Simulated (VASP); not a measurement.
An input for Quantum ESPRESSO's pw.x (written as the equivalent of a VASP run, and not itself run):

```
&CONTROL
  calculation = 'vc-relax'
  pseudo_dir = './pseudo'
  outdir = './out'
  tprnfor = .true.
  tstress = .true.
  nstep = 40
  forc_conv_thr = 0.00078
/
&SYSTEM
  ibrav = 0
  nat = 4
  ntyp = 2
  ecutwfc = 76
  occupations = 'smearing'
  smearing = 'gaussian'
  degauss = 0.003675
  input_dft = 'pbesol'
/
&ELECTRONS
  conv_thr = 7.3e-08
  electron_maxstep = 100
/
&IONS
/
&CELL
  press = 450
/
ATOMIC_SPECIES
  B 10.810 B.upf
  P 30.974 P.upf
CELL_PARAMETERS angstrom
     3.0364275    0.0000000    0.0000000
    -1.5182138    2.6296231    0.0000000
     0.0000000    0.0000000    5.0455512
ATOMIC_POSITIONS crystal
  B    0.3333330  0.6666670  0.0009289
  B    0.6666670  0.3333330  0.5009289
  P    0.3333330  0.6666670  0.3740711
  P    0.6666670  0.3333330  0.8740711
K_POINTS automatic
  8 8 5 0 0 0
```

**Question.** Write the VASP files for the same calculation (PBEsol).

**Answer.** Several could match; the one computed here: 
### INCAR
```
ALGO = Normal
EDIFF = 1E-6
EDIFFG = -0.02
ENCUT = 620
GGA = PS
IBRION = 2
ISIF = 3
ISMEAR = 0
LASPH = .TRUE.
LCHARG = .FALSE.
LREAL = .FALSE.
LWAVE = .FALSE.
NELM = 100
NSW = 40
PREC = Accurate
PSTRESS = 450
SIGMA = 0.05
SYSTEM = BP
```

**POSCAR**
```
BP
1
    3.0364275315     0.0000000000     0.0000000000
   -1.5182137658     2.6296230760     0.0000000000
    0.0000000000     0.0000000000     5.0455512206
B P
2 2
Direct
  0.3333330000   0.6666670000   0.0009289050
  0.6666670000   0.3333330000   0.5009289050
  0.3333330000   0.6666670000   0.3740710950
  0.6666670000   0.3333330000   0.8740710950
```

### KPOINTS
```
Automatic mesh
0
Gamma
8 8 5
0 0 0
```

POTCAR, in this order: B P (PBE.64 set). Program: vasp_std.

What does not carry over: the potentials are each code's own (VASP's PAW set, PseudoDojo norm-conserving files in pw.x), so ENCUT and ecutwfc are chosen apart and not converted; conv_thr bounds pw.x's estimated SCF error, while EDIFF bounds the energy change between steps; forc_conv_thr acts on force components and is met together with etot_conv_thr.

The structure was generated: BP was put into the wurtzite type (P6_3mc), which need not be its known phase. This run relaxes it under an external pressure of 45 GPa. Symmetry was kept, so distortions that lower it aren't found.
